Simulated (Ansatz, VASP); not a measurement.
Two plane-wave programs on Ta4Rh

```
Ta Rh
1.0
    -2.97507    2.97507    2.97507
     2.97507   -2.97507    2.97507
     2.97507    2.97507   -2.97507
Ta Rh
4 1
Direct
  0.00000 0.00000 0.50000
  0.00000 0.50000 0.00000
  0.50000 0.00000 0.00000
  0.50000 0.50000 0.50000
  0.00000 0.00000 0.00000
```

Change from the starting cell: species swapped into the MnGa4 type (Im-3m, No. 229).

Alike in both runs: functional PBE; k mesh 4 × 4 × 4; occupations gaussian, width 0.1 eV; no spin polarisation.

Ansatz relaxed the structure, and its values are those at the end. VASP's run is a single point on that final structure, the one shown.

|  | VASP | Ansatz |
| --- | --- | --- |
| version | VASP 6.6.1 | Ansatz 0.2.0 |
| potentials or method | VASP PAW PBE potentials, release 64 (Ta_pv, Rh_pv) | scalar-relativistic, plane waves, PAW |
| plane-wave cutoff (eV) | 520 | 420 |
| valence electrons in the cell | 59 | 69 |

```csv
,VASP,Ansatz,Ansatz less VASP
gap on the k mesh at the Fermi level (eV),none,none,-
pressure (GPa),0.4,0.4,0.00
```

A gap of «none» marks a metal or a gap that the smearing closes. The two sets of potentials don't hold the same shells in valence.

Caveats: the k mesh is coarse (spacing up to 0.37 Å⁻¹), so the values aren't converged. The runs have no spin-orbit coupling, so splittings on Ta are missing.
